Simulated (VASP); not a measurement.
Input:

```xyz
2
Lattice="0.0000 2.4338 2.4338 2.4338 0.0000 2.4338 2.4338 2.4338 0.0000" Properties=species:S:1:pos:R:3 pbc="T T T"
Be     2.4338     4.8676     2.4338
S      1.2169     1.2169     1.2169
```

These are vdW-DF-cx, VASP's PBE PAW potentials (set 64) (plane waves; VASP) values and carry that method's errors. Settings: 520 eV cut-off, Gaussian smearing of 0.050 eV, potentials Be S.

### Question
Predict the band gap (along the path) with the smallest direct gap where there is one.

### Answer

| Property | Value |
|---|---|
| band gap (along the path) | 3.07 eV |
| smallest direct gap (along the path) | 5.65 eV |

The absolute energy has meaning only against runs of the same code, potentials and settings.

The compound is BeS in the zinc blende structure. It was relaxed first.
